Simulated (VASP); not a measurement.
# CaZn2Sb2 (P-3m1) in VASP: single point with LDA

Aim: the single point of CaZn2Sb2 with LDA.

All numbers are computed with VASP 6.6.1; they aren't measurements. Logs are shortened: lines on timing, memory, paths and dates and some standing lists are left out, and cuts for length are marked.

## 1. Starting point

It takes space group P-3m1 (No. 164, trigonal). The conventional cell has a = 4.358 Å, b = 4.358 Å, c = 7.231 Å, α = 90.00°, β = 90.00°, γ = 120.00°. Around Ca (site symmetry -3m) lie 6 Sb at 3.12 Å. Zn (site symmetry 3m) has 4 Sb at 2.64 to 2.73 Å as nearest neighbours. Sb (site symmetry 3m) is surrounded by 4 Zn at 2.64 to 2.73 Å.

The cell was built by a generator and needn't be a form met in nature.

## 2. Single point, LDA

File INCAR:

```
SYSTEM = CaZn2Sb2
PREC = Accurate
ENCUT = 520
EDIFF = 1E-7
ISMEAR = 0
SIGMA = 0.05
LREAL = .False.
LASPH = .True.
NELM = 100
ALGO = Fast
ISIF = 2
LWAVE = .False.
LCHARG = .False.
GGA = CA
NBANDS = 30
```

File KPOINTS:

```
Automatic mesh
0
Gamma
  12 12 6
  0 0 0
```

File POSCAR:

```
CaZn2Sb2
1.0
    4.3580381640      0.0000000000      0.0000000000
   -2.1790190820      3.7741717607      0.0000000000
    0.0000000000      0.0000000000      7.2306187594
Ca Zn Sb
1 2 2
Direct
    0.0000000000      0.0000000000      0.0000000000
    0.3333333333      0.6666666667      0.6331625593
    0.6666666667      0.3333333333      0.3668374407
    0.3333333333      0.6666666667      0.2557853088
    0.6666666667      0.3333333333      0.7442146912
```

Potentials or basis: VASP PAW LDA potentials, release 64 (Ca_sv, Zn, Sb).

Run with:

```
$ cat potpaw_LDA.64/Ca_sv/POTCAR potpaw_LDA.64/Zn/POTCAR potpaw_LDA.64/Sb/POTCAR > POTCAR
$ mpirun -np 1 vasp_std > vasp.out
```

OUTCAR:

```text
SYSTEM = CaZn2Sb2
   PREC = Accurate
   ENCUT = 520
   EDIFF = 1E-7
   ISMEAR = 0
   LREAL = .False.
   LASPH = .True.
   NELM = 100
   ISIF = 2
   GGA = CA

 ion  position               nearest neighbor table
   1  0.000  0.000  0.000-   4 3.12   5 3.12   5 3.12   4 3.12   5 3.12   4 3.12
   2  0.333  0.667  0.633-   5 2.64   5 2.64   5 2.64   4 2.73
   3  0.667  0.333  0.367-   4 2.64   4 2.64   4 2.64   5 2.73
   4  0.333  0.667  0.256-   3 2.64   3 2.64   3 2.64   2 2.73   1 3.12   1 3.12   1 3.12
   5  0.667  0.333  0.744-   2 2.64   2 2.64   2 2.64   3 2.73   1 3.12   1 3.12   1 3.12

  LATTYP: Found a hexagonal cell.
 ALAT       =     4.3580381640
 C/A-ratio  =     1.6591453510

  Lattice vectors:

 A1 = (   4.3580381640,   0.0000000000,   0.0000000000)
 A2 = (  -2.1790190820,   3.7741717607,   0.0000000000)
 A3 = (   0.0000000000,   0.0000000000,   7.2306187594)

Analysis of symmetry for initial positions (statically):
=====================================================================
 Subroutine PRICEL returns:
 Original cell was already a primitive cell.

 Routine SETGRP: Setting up the symmetry group for a
 hexagonal supercell.

 Subroutine GETGRP returns: Found 12 space group operations
 (whereof 12 operations were pure point group operations)
 out of a pool of 24 trial point group operations.

The static configuration has the point symmetry D_3d.

Analysis of symmetry for dynamics (positions and initial velocities):
=====================================================================
 Subroutine PRICEL returns:
 Original cell was already a primitive cell.

 Routine SETGRP: Setting up the symmetry group for a
 hexagonal supercell.

 Subroutine GETGRP returns: Found 12 space group operations
 (whereof 12 operations were pure point group operations)
 out of a pool of 24 trial point group operations.

The dynamic configuration has the point symmetry D_3d.

 Subroutine INISYM returns: Found 12 space group operations
 (whereof 12 operations are pure point group operations),
 and found     1 'primitive' translations

----------------------------------------------------------------------------------------

                                     Primitive cell

  volume of cell :     118.9291

  direct lattice vectors                    reciprocal lattice vectors
     4.358038164  0.000000000  0.000000000     0.229461047  0.132479397  0.000000000
    -2.179019082  3.774171761  0.000000000     0.000000000  0.264958795  0.000000000
     0.000000000  0.000000000  7.230618759     0.000000000  0.000000000  0.138300750

  length of vectors
     4.358038164  4.358038164  7.230618759     0.264958795  0.264958795  0.138300750

  position of ions in fractional coordinates (direct lattice)
     0.000000000  0.000000000  0.000000000
     0.333333333  0.666666667  0.633162559
     0.666666667  0.333333333  0.366837441
     0.333333333  0.666666667  0.255785309
     0.666666667  0.333333333  0.744214691

  ion indices of the primitive-cell ions
   primitive index   ion index
                 1           1
                 2           2
                 3           3
                 4           4
                 5           5

----------------------------------------------------------------------------------------

 KPOINTS: Automatic mesh

Automatic generation of k-mesh.
 Grid dimensions read from file:
 generate k-points for:   12   12    6

 Generating k-lattice:

  Cartesian coordinates                     Fractional coordinates (reciprocal lattice)
     0.019121754  0.011039950  0.000000000     0.083333333  0.000000000  0.000000000
     0.000000000  0.022079900  0.000000000     0.000000000  0.083333333  0.000000000
     0.000000000  0.000000000  0.023050125     0.000000000  0.000000000  0.166666667

  Length of vectors
     0.022079900  0.022079900  0.023050125

  Shift w.r.t. Gamma in fractional coordinates (k-lattice)
     0.000000000  0.000000000  0.000000000

 Subroutine IBZKPT returns following result:
 ===========================================

 Found    100 irreducible k-points:

 Following reciprocal coordinates:
            Coordinates               Weight
  0.000000  0.000000  0.000000      1.000000
  0.083333  0.000000  0.000000      6.000000
  0.166667  0.000000  0.000000      6.000000
  0.250000  0.000000  0.000000      6.000000
  0.333333  0.000000  0.000000      6.000000
  0.416667 -0.000000  0.000000      6.000000
[... 16 lines left out ...]
  0.166667  0.000000  0.166667      6.000000
  0.000000  0.166667  0.166667      6.000000
 [... further k-points ...]
   k-points           NKPTS =    100   k-points in BZ     NKDIM =    100   number of bands    NBANDS=     30
   number of dos      NEDOS =    301   number of ions     NIONS =      5
   total plane-waves  NPLWV =  55296
   dimension x,y,z NGX =    32 NGY =   32 NGZ =   54
   dimension x,y,z NGXF=    64 NGYF=   64 NGZF=  108
   ions per type =               1   2   2
   NGX,Y,Z   is equivalent  to a cutoff of  12.21, 12.21, 12.42 a.u.
   NGXF,Y,Z  is equivalent  to a cutoff of  24.41, 24.41, 24.83 a.u.
 SYSTEM =  CaZn2Sb2
   PREC   = accura    normal or accurate (medium, high low for compatibility)
   ISTART =      0    job   : 0-new  1-cont  2-samecut
   ICHARG =      2    charge: 1-file 2-atom 10-const
   ISPIN  =      1    spin polarized calculation?
   LNONCOLLINEAR =      F non collinear calculations
   LSORBIT =      F    spin-orbit coupling
   LASPH  =      T    aspherical Exc in radial PAW
   ENCUT  =  520.0 eV  38.22 Ry    6.18 a.u.   8.10  8.10 13.44*2*pi/ulx,y,z
   NELM   =    100;   NELMIN=  2; NELMDL= -5     # of ELM steps
   EDIFF  = 0.1E-06   stopping-criterion for ELM
   LREAL  =      F    real-space projection
   EDIFFG = 0.1E-05   stopping-criterion for IOM
   NSW    =      0    number of steps for IOM
   IBRION =     -1    ionic relax: 0-MD 1-quasi-New 2-CG
   NFREE  =      0    steps in history (QN), initial steepest desc. (CG)
   ISIF   =      2    stress and relaxation
   ISYM   =      2    0-nonsym 1-usesym 2-fastsym
   POTIM  = 0.5000    time-step for ionic-motion
   TEBEG  =    0.0;   TEEND  =   0.0 temperature during run
   PSTRESS=    0.0 pullay stress
   NELECT =      44.0000    total number of electrons
   NUPDOWN=      -1.0000    fix difference up-down
   EMIN   =  10.00;   EMAX   =-10.00  energy-range for DOS
   EFERMI =   0.00;   METHOD = LEGACY
   ISMEAR =     0;   SIGMA  =   0.05  broadening in eV -4-tet -1-fermi 0-gaus
   EFERMI_NEDOS =   21; number of points for ismear=-14 and -15
   IALGO  =     68    algorithm
   IMIX   =      4    mixing-type and parameters
     AMIX     =   0.40;   BMIX     =  1.00
     AMIX_MAG =   1.60;   BMIX_MAG =  1.00
  volume/ion in A,a.u.               =      23.79       160.51
  Fermi-wavevector in a.u.,A,eV,Ry     =   1.175248  2.220897 18.792487  1.381209
  Thomas-Fermi vector in A             =   2.311632
   LORBIT       =      0    0 simple, 1 ext, 2 COOP (PROOUT), +10 PAW based schemes
   GGA     = CA    functional components
   LHFCALC =     F    Hartree Fock is set to
   AEXX    =    0.0000 exact exchange contribution
   IVDW    =     0    specifies the selected vdW correction
   LEPSILON=     F    determine dielectric tensor
   LRPA    =     F    only Hartree local field effects (RPA)
 non-spin polarized calculation
 RMM-DIIS sequential band-by-band and
 Gauss-broadening in eV      SIGMA  =   0.05
  energy-cutoff  :      520.00
  volume of cell :      118.93
 maximum number of plane-waves:      3220
   NGX = 17   NGY = 17   NGZ = 27

 number of electron      43.9999967 magnetization

 Free energy of the ion-electron system (eV)
  ---------------------------------------------------
  ext. energy  EPLUGINS =         0.00000000
  ---------------------------------------------------
  free energy    TOTEN  =       -17.87362565 eV

  energy without entropy =      -17.87324650  energy(sigma->0) =      -17.87343608

 E-fermi :   5.1590     XC(G=0): -10.0941

 val. band max:        5.1442797479   @ k =   0.0833   0.0000   0.0000
 cond. band min:       5.1649766646   @ k =   0.0000   0.0000   0.5000
 fundamental gap:      0.0206969167
 Fermi energy:         5.1589851292

 k-point     1 :       0.0000    0.0000    0.0000
  band No.  band energies     occupation
      1     -35.8095      2.00000
      2     -17.1920      2.00000
      3     -17.1240      2.00000
      4     -17.1240      2.00000
      5      -6.2608      2.00000
      6      -4.9870      2.00000
[... 22 lines left out ...]
     29       7.8854      0.00000
     30       8.5792      0.00000

 k-point     2 :       0.0833    0.0000    0.0000
  band No.  band energies     occupation
      1     -35.8093      2.00000
      2     -17.1910      2.00000
      3     -17.1277      2.00000
      4     -17.1248      2.00000
      5      -6.2027      2.00000
      6      -4.9595      2.00000
[... 22 lines left out ...]
     29       7.8673      0.00000
     30       8.5751      0.00000

 k-point     3 :       0.1667    0.0000    0.0000
  band No.  band energies     occupation
      1     -35.8088      2.00000
      2     -17.1884      2.00000
      3     -17.1375      2.00000
      4     -17.1270      2.00000
      5      -6.0338      2.00000
      6      -4.8844      2.00000
[... 22 lines left out ...]
     29       8.7534      0.00000
     30       9.2070      0.00000

 k-point     4 :       0.2500    0.0000    0.0000
  band No.  band energies     occupation
      1     -35.8081      2.00000
      2     -17.1849      2.00000
      3     -17.1509      2.00000
      4     -17.1299      2.00000
      5      -5.7725      2.00000
      6      -4.7847      2.00000
[... 616 lines left out ...]
     29       8.3742      0.00000
     30       8.4941      0.00000

 k-point    23 :       0.1667    0.0000    0.1667
  band No.  band energies     occupation
      1     -35.8088      2.00000
      2     -17.1884      2.00000
      3     -17.1375      2.00000
      4     -17.1269      2.00000
      5      -5.9838      2.00000
      6      -4.9620      2.00000
[... 22 lines left out ...]
     29       8.7154      0.00000
     30       9.3263      0.00000

 k-point    24 :       0.0000    0.1667    0.1667
  band No.  band energies     occupation
      1     -35.8088      2.00000
      2     -17.1884      2.00000
      3     -17.1375      2.00000
      4     -17.1269      2.00000
      5      -5.9878      2.00000
      6      -4.9538      2.00000
[... 22 lines left out ...]
     29       8.5976      0.00000
     30       9.2641      0.00000

 [... further k-points ...]

------------------------ aborting loop because EDIFF is reached ----------------------------------------

  FORCE on cell =-STRESS in cart. coord.  units (eV):
  Direction    XX          YY          ZZ          XY          YZ          ZX
  --------------------------------------------------------------------------------------
  -------------------------------------------------------------------------------------
  Total        0.2636431      0.2636431      0.2530707      0.0000000      0.0000000     -0.0000000
  in kB        3.5517209      3.5517209      3.4092923      0.0000000      0.0000000     -0.0000000
  external PRESSURE =       3.5042447 kB  Pullay stress =       0.0000000 kB

 VOLUME and BASIS-vectors are now :
 -----------------------------------------------------------------------------
  energy-cutoff  :      520.00
  volume of cell :      118.93
      direct lattice vectors                 reciprocal lattice vectors
     4.358038164  0.000000000  0.000000000     0.229461047  0.132479397  0.000000000
    -2.179019082  3.774171761  0.000000000     0.000000000  0.264958795  0.000000000
     0.000000000  0.000000000  7.230618759     0.000000000  0.000000000  0.138300750

 POSITION                                       TOTAL-FORCE (eV/Angst)
 -----------------------------------------------------------------------------------
      0.00000      0.00000      0.00000        -0.000000      0.000000      0.000000
     -0.00000      2.51611      4.57816        -0.000000      0.000000      0.005884
      2.17902      1.25806      2.65246        -0.000000      0.000000     -0.005884
     -0.00000      2.51611      1.84949         0.000000     -0.000000     -0.025634
      2.17902      1.25806      5.38113        -0.000000      0.000000      0.025634
 -----------------------------------------------------------------------------------
    total drift:                                0.000000     -0.000000      0.000000

  FREE ENERGIE OF THE ION-ELECTRON SYSTEM (eV)
  ---------------------------------------------------
  free  energy   TOTEN  =       -17.8736256504 eV

  energy  without entropy=      -17.8732465047  energy(sigma->0) =      -17.87343608
```

It took 8.1 min on 1 thread of AMD EPYC 9R14 (Zen 4), shared host; peak memory 0.42 GiB.

What came out:

| Item | Value |
| --- | --- |
| Free energy | -17.8736 eV |
| Pressure | 0.4 GPa |
| Largest force | 0.026 eV/Å |
| Band gap on the k mesh | none (metal or under the smearing width) |

Forces in eV/Å, atoms in the order of the input:
```
Ca   0.000  0.000  0.000
Zn   0.000  0.000  0.006
Zn   0.000  0.000 -0.006
Sb   0.000  0.000 -0.026
Sb   0.000  0.000  0.026
```

Levels at points of the mesh, in eV from the Fermi level:
```csv
k point,band 18,band 19,band 20,band 21,band 22,band 23,band 24,band 25,band 26,band 27
"(0.00, 0.00, 0.00)",-1.48,-1.48,-0.15,0.14,0.14,0.18,1.41,1.77,1.97,1.97
"(0.50, 0.00, 0.00)",-4.88,-3.38,-2.58,-2.45,-1.54,0.04,2.20,2.29,3.52,3.55
"(0.00, 0.00, 0.50)",-2.47,-0.88,-0.88,-0.87,-0.87,0.01,1.57,1.96,1.96,3.00
"(0.50, 0.00, 0.50)",-5.54,-2.67,-2.67,-1.37,-1.28,0.64,0.81,1.48,1.72,2.91
```

Spin-orbit coupling is left out, which matters for the levels of Sb.
